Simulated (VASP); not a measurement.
```yaml
crystal:
  lattice:
    - [3.10416, 0.00000, 0.00000]
    - [-1.55208, 2.68828, 0.00000]
    - [0.00000, 0.00000, 6.96457]
  atoms:
    - { symbol: Mo, position: [0.00000, 0.00000, 0.00000] }
    - { symbol: Mo, position: [0.00000, 0.00000, 0.50000] }
    - { symbol: Si, position: [0.33333, 0.66667, 0.25000] }
    - { symbol: Si, position: [0.66667, 0.33333, 0.75000] }
```

Computed with PBEsol GGA, VASP's PBE PAW potentials (set 64) (plane waves; VASP). Settings: 400 eV cut-off, 13×13×5 Γ-centred mesh, tetrahedra with Blöchl corrections, potentials Mo_sv Si.

The cores are frozen, which limits the accuracy of field gradients.

Question: Give the principal components of the electric field gradient (V/Å²) and the asymmetry η at each nucleus.

Answer: 
| atom | Vxx | Vyy | Vzz | η |
|---|---|---|---|---|
| Mo1 | -5.5 | -5.5 | 11.1 | 0.00 |
| Mo2 | -5.5 | -5.5 | 11.1 | 0.00 |
| Si3 | 21.5 | 21.5 | -43.1 | 0.00 |
| Si4 | 21.5 | 21.5 | -43.1 | 0.00 |

The structure was generated: MoSi was put into the NiAs type type (P6_3/mmc), which need not be its known phase. It was relaxed first, which changed the volume by -36 %.
